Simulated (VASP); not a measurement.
Wanted: the native input for a VASP 6.6.1 run.

| Quantity | Value |
| --- | --- |
| Task | band structure |
| Functional | PBE |
| Dispersion | D3(BJ) |
| Potentials or basis | VASP PAW PBE potentials, release 64 (P) |
| Cutoff | 700 eV |
| k mesh | 10 × 10 × 8 |
| Occupations | gaussian, width 0.02 eV |
| Spin | no spin polarisation |
| Further INCAR settings | ALGO = Normal; EDIFF = 1e-07 |

The structure of P lies in POSCAR:

```
P                                       
1.0
    1.6582154052     -5.1007558189      0.0000000000
    1.6582154052      5.1007558189      0.0000000000
    0.0000000000      0.0000000000      4.1778629319
  P             
     4
Direct
     0.8940195861750055    0.1059804138249945    0.0728728915798840
     0.6059804138249945    0.3940195861750055    0.5728728915798840
     0.1059804138249945    0.8940195861750055    0.9271271084201160
     0.3940195861750055    0.6059804138249945    0.4271271084201160
```

These files were run (other wordings do the same):

INCAR

```
PREC = Accurate ; ENCUT = 700
EDIFF = 1E-7 ; ISMEAR = 0
SIGMA = 0.02 ; LREAL = False
LASPH = True ; NELM = 100
ALGO = Normal ; ISIF = 2
LWAVE = False ; LCHARG = False
GGA = PE ; IVDW = 12
```

KPOINTS

```
regular mesh
0
Gamma
  10 10 8
```

KPOINTS_OPT

```
path GXSRAZGYX1A1TY,ZT
20
line-mode
reciprocal
 0.0000000000  0.0000000000  0.0000000000  G
 0.2750161111  0.2750161111  0.0000000000  X

 0.2750161111  0.2750161111  0.0000000000  X
 0.0000000000  0.5000000000  0.0000000000  S

 0.0000000000  0.5000000000  0.0000000000  S
 0.0000000000  0.5000000000  0.5000000000  R

 0.0000000000  0.5000000000  0.5000000000  R
 0.2750161111  0.2750161111  0.5000000000  A

 0.2750161111  0.2750161111  0.5000000000  A
 0.0000000000  0.0000000000  0.5000000000  Z

 0.0000000000  0.0000000000  0.5000000000  Z
 0.0000000000  0.0000000000  0.0000000000  G

 0.0000000000  0.0000000000  0.0000000000  G
-0.5000000000  0.5000000000  0.0000000000  Y

-0.5000000000  0.5000000000  0.0000000000  Y
-0.2750161111  0.7249838889  0.0000000000  X1

-0.2750161111  0.7249838889  0.0000000000  X1
-0.2750161111  0.7249838889  0.5000000000  A1

-0.2750161111  0.7249838889  0.5000000000  A1
-0.5000000000  0.5000000000  0.5000000000  T

-0.5000000000  0.5000000000  0.5000000000  T
-0.5000000000  0.5000000000  0.0000000000  Y

 0.0000000000  0.0000000000  0.5000000000  Z
-0.5000000000  0.5000000000  0.5000000000  T
```

Potentials or basis: VASP PAW PBE potentials, release 64 (P).

Run with:

```console
$ cat potpaw_PBE.64/P/POTCAR > POTCAR
$ mpirun -np 1 vasp_std > vasp.out
```

It gave:

```yaml
Pressure: 0.0 GPa
Band_gap_along_the_path: none (metal or under the smearing width)
Dispersion_energy_per_atom: -0.397 eV
```

Caveat: pairwise dispersion overbinds metals, which lowers pressure and volume.

It took 4.7 min on 1 thread of Intel(R) Xeon(R) 6975P-C (Granite Rapids), on a shared host, peak memory 0.48 GiB.
